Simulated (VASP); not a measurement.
Wanted: the native input for a VASP 6.6.1 run.

* Task: single point
* Functional: PBE
* Potentials or basis: VASP PAW PBE potentials, release 64 (Ge_d, Bi_d)
* Cutoff: 520 eV
* k mesh: 3 × 3 × 3
* Occupations: methfessel-paxton, width 0.1 eV
* Spin: no spin polarisation
* Dipole correction: no
* Further INCAR settings: ALGO = Normal; EDIFF = 1e-07; NBANDS = 38

The structure of GeBi3 lies in POSCAR:

```
GeBi3
1.0
    0.0000000000      3.8668000000      3.8668000000
    3.8668000000      0.0000000000      3.8668000000
    3.8668000000      3.8668000000      0.0000000000
Ge Bi
1 3
Direct
    0.0000000000      0.0000000000      0.0000000000
    0.2500000000      0.2500000000      0.2500000000
    0.7500000000      0.7500000000      0.7500000000
    0.5000000000      0.5000000000      0.5000000000
```

The cell comes from a database or a generator and needn't be the stable form of this composition.

The input as run:

INCAR

```
SYSTEM = GeBi3
ALGO     = Normal         ! electronic algorithm
EDIFF    = 1E-7           ! SCF threshold, eV
ENCUT    = 520            ! plane-wave cutoff, eV
GGA      = PE             ! functional
ISIF     = 2              ! what is computed and relaxed
ISMEAR   = 1              ! smearing method
LASPH    = .TRUE.         ! aspherical terms in the spheres
LCHARG   = .FALSE.        ! write CHGCAR
LREAL    = .FALSE.        ! projectors in reciprocal space
LWAVE    = .FALSE.        ! write WAVECAR
NBANDS   = 38             ! bands
NELM     = 100            ! most SCF steps
PREC     = Accurate       ! precision mode
SIGMA    = 0.1            ! smearing width, eV
```

KPOINTS

```
k-points
0
G
  3 3 3
  0 0 0
```

Potentials or basis: VASP PAW PBE potentials, release 64 (Ge_d, Bi_d).

Command:

```bash
$ cat potpaw_PBE.64/Ge_d/POTCAR potpaw_PBE.64/Bi_d/POTCAR > POTCAR
$ mpirun -np 1 vasp_std > vasp.out
```

Results of the run:

The pressure is -0.4 GPa. The band gap on the k mesh is none (metal or under the smearing width).

Caveat: the k mesh is coarse (spacing up to 0.47 Å⁻¹), so the values aren't converged; spin-orbit coupling is left out, which moves the levels of the heavy elements.

Wall time 18 s on 1 thread of Intel(R) Xeon(R) Platinum 8488C (Sapphire Rapids), on a shared host, peak memory 0.24 GiB.
